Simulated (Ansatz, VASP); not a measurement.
## Two plane-wave programs on NbSb

```
CELL_PARAMETERS angstrom
3.18207 0.00000 0.00000
-1.59104 2.75575 0.00000
0.00000 0.00000 10.13459
ATOMIC_POSITIONS crystal
Nb 0.33333 0.66667 0.04888
Nb 0.66667 0.33333 0.54888
Sb 0.33333 0.66667 0.32712
Sb 0.66667 0.33333 0.82712
```

Alike in both runs: task electric field gradients; functional PBE; k mesh 8 × 8 × 5; occupations fermi-dirac, width 0.05 eV; no spin polarisation.

|  | VASP | Ansatz |
| --- | --- | --- |
| version | VASP 6.6.1 | Ansatz 0.2.0 |
| potentials or method | VASP PAW PBE potentials, release 64 (Nb_sv, Sb) | PAW with Ansatz's default frozen-core files, scalar-relativistic |
| plane-wave cutoff (eV) | 520 | 420 |
| valence electrons in the cell | 36 | 56 |

Ansatz gave:

* pressure (GPa): 0.0
* largest component of the traceless stress (GPa): 0.00
* Vzz of the field gradient on the site that differs most (V/Å²): -331.4

Question: Estimate VASP's values.

Answer: Pressure (GPa): -0.2; largest component of the traceless stress (GPa): 0.08; Vzz of the field gradient on the site that differs most (V/Å²): -319.9.

The functional is the same, so the differences come from potentials, cutoffs and numerics. The two sets of potentials don't hold the same shells in valence. Ansatz warned: «gradients_without_spin_orbit».

The runs have no spin-orbit coupling, so splittings on Sb are missing.
